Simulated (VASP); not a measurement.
Given:

```
CELL_PARAMETERS angstrom
      4.08507     0.00000     0.00000
      0.00000     4.08507     0.00000
      0.00000     0.00000     4.08507
ATOMIC_POSITIONS crystal
  Sc 0.00000 0.00000 0.00000
  Al 0.00000 0.50000 0.50000
  Al 0.50000 0.00000 0.50000
  Al 0.50000 0.50000 0.00000
```

Level of theory: r2SCAN meta-GGA, VASP's PBE PAW potentials (set 64) (plane waves; VASP 6.6.1). Settings: PREC = Normal, EDIFF = 1E-5, 400 eV cut-off, 10×10×10 Γ-centred mesh, first-order Methfessel-Paxton smearing of 0.10 eV, potentials Sc_sv Al.

Question: Estimate the energy per atom (σ→0), band gap (on the k-mesh) with the smallest direct gap where there is one.

Answer: 
```json
{
 "band gap (on the k-mesh)": "none (metal, semimetal or under 0.01 eV)",
 "energy per atom (σ→0)": "-808.2 kJ/mol of atoms"
}
```

Total energies compare only between runs with the same potentials, cut-off and functional.

The compound is Al3Sc in the L1_2 structure. It was relaxed first.
